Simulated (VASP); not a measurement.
VASP input:

### POSCAR
```
TiS
1.0
  0.0000000000   3.0599560000   3.0599560000
  3.0599560000   0.0000000000   3.0599560000
  3.0599560000   3.0599560000   0.0000000000
Ti S
1 1
direct
  0.0000000000   0.0000000000   0.0000000000
  0.2500000000   0.2500000000   0.2500000000
```

### INCAR
```
ALGO = Normal
EDIFF = 1E-6
EDIFFG = -0.01
ENCUT = 400
GGA = PS
IBRION = 2
ISIF = 3
ISMEAR = 1
LASPH = .TRUE.
LCHARG = .FALSE.
LMAXMIX = 4
LREAL = .FALSE.
LWAVE = .FALSE.
NELM = 100
NSW = 60
PREC = Accurate
SIGMA = 0.1
SYSTEM = TiS
```

KPOINTS:
```
kpoints
0
Gamma
 9 9 9
0 0 0
```

POTCAR, in this order: Ti_sv S (PBE.64 set). Program: vasp_std.

Problem. Write an equivalent input for Quantum ESPRESSO's pw.x.

Solution. One equivalent input (not run):
```
&CONTROL
  calculation = 'vc-relax'
  pseudo_dir = './pseudo'
  outdir = './out'
  tprnfor = .true.
  tstress = .true.
  nstep = 60
  forc_conv_thr = 0.00039
/
&SYSTEM
  ibrav = 0
  nat = 2
  ntyp = 2
  ecutwfc = 84
  occupations = 'smearing'
  smearing = 'methfessel-paxton'
  degauss = 0.00735
  input_dft = 'pbesol'
/
&ELECTRONS
  conv_thr = 7.3e-08
  electron_maxstep = 100
/
&IONS
/
&CELL
/
ATOMIC_SPECIES
  Ti 47.867 Ti.upf
  S 32.060 S.upf
CELL_PARAMETERS angstrom
     0.0000000    3.0599560    3.0599560
     3.0599560    0.0000000    3.0599560
     3.0599560    3.0599560    0.0000000
ATOMIC_POSITIONS crystal
  Ti   0.0000000  0.0000000  0.0000000
  S    0.2500000  0.2500000  0.2500000
K_POINTS automatic
  9 9 9 0 0 0
```
Limits of the translation: the potentials are each code's own (VASP's PAW set, PseudoDojo norm-conserving files in pw.x), so ENCUT and ecutwfc are chosen apart and not converted; conv_thr bounds pw.x's estimated SCF error, while EDIFF bounds the energy change between steps; forc_conv_thr acts on force components and is met together with etot_conv_thr.

The structure was generated: TiS was put into the zinc blende type (F-43m), which need not be its known phase. This run relaxes it. Symmetry was kept, so distortions that lower it aren't found.
